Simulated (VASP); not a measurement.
Set up this calculation in VASP 6.6.1, as the native input.

```
Task                   : single point
Functional             : PBEsol
Potentials or basis    : VASP PAW PBE potentials, release 64 (Cd, Ag)
Cutoff                 : 520 eV
k mesh                 : 7 × 7 × 1
Occupations            : fermi-dirac, width 0.05 eV
Spin                   : no spin polarisation
Hubbard terms          : Ag d U = 6 eV
Dipole correction      : yes
Further INCAR settings : ALGO = Fast; EDIFF = 1e-06; NBANDS = 18
```

The structure of CdAg lies in POSCAR:

```
CdAg
1.0
    3.9055300000      0.0000000000      0.0000000000
    0.0000000000      3.9055300000      0.0000000000
    0.0000000000      0.0000000000     23.8000000000
Cd Ag
1 1
Direct
    0.0000000000      0.0000000000      0.2941200000
    0.5000000000      0.5000000000      0.2941200000
```

The cell was built by a generator and needn't be a form met in nature.

The input as run:

INCAR

```
  PREC = Accurate
  ENCUT = 520
  EDIFF = 1E-6
  ISMEAR = -1
  SIGMA = 0.05
  LREAL = F
  LASPH = T
  NELM = 100
  ALGO = Fast
  ISIF = 2
  LWAVE = F
  LCHARG = F
  LMAXMIX = 4
  LDAU = T
  LDAUTYPE = 2
  LDAUL = -1 2
  LDAUU = 0 6
  LDAUJ = 0 0
  LDAUPRINT = 1
  LDIPOL = T
  IDIPOL = 3
  DIPOL = 0.5 0.5 0.294
  GGA = PS
  NBANDS = 18
```

KPOINTS

```
regular mesh
0
Gamma
  7 7 1
```

Potentials or basis: VASP PAW PBE potentials, release 64 (Cd, Ag).

Run with:

```console
$ cat potpaw_PBE.64/Cd/POTCAR potpaw_PBE.64/Ag/POTCAR > POTCAR
$ mpirun -np 1 vasp_std > vasp.out
```

It gave:

The band gap on the k mesh is none (metal or under the smearing width).

Caveat: U without spin polarisation on a metal has little footing; the U is typed as a test and isn't derived for this compound.

Run time: 58 s on 1 thread of AMD EPYC 9R45 96-Core Processor (Zen 5) (shared host), peak memory 0.39 GiB.
